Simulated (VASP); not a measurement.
Here is the system:

```
CELL_PARAMETERS angstrom
      1.52631    -2.64365     0.00000
      1.52631     2.64365     0.00000
      0.00000     0.00000     5.74133
ATOMIC_POSITIONS crystal
  Cd 0.33333 0.66667 0.25000
  Cd 0.66667 0.33333 0.75000
```

Level of theory: PBE GGA with D3 dispersion (zero damping), VASP's PBE PAW potentials (set 64) (plane waves; VASP). Run with 520 eV cut-off, 14×14×7 Γ-centred mesh, first-order Methfessel-Paxton smearing of 0.10 eV, potentials Cd.

Q: The ions and cell shape at fixed volume are relaxed. What does this cell relax into?

A: 
```
CELL_PARAMETERS angstrom
      1.47530    -2.55530     0.00000
      1.47530     2.55530     0.00000
      0.00000     0.00000     6.14521
ATOMIC_POSITIONS crystal
  Cd 0.33333 0.66667 0.25000
  Cd 0.66667 0.33333 0.75000
```
Space group P6_3/mmc (194), at a tolerance of 0.03 Å.

Q: How much energy does the relaxation gain?

A: The energy (σ→0) changes by -5.7 meV/atom, in 8 ionic steps.

The compound is Cd in the hcp structure. This cell is one point of a volume scan, at 1.06 of the reference volume. Symmetry was kept, so distortions that lower it aren't found.
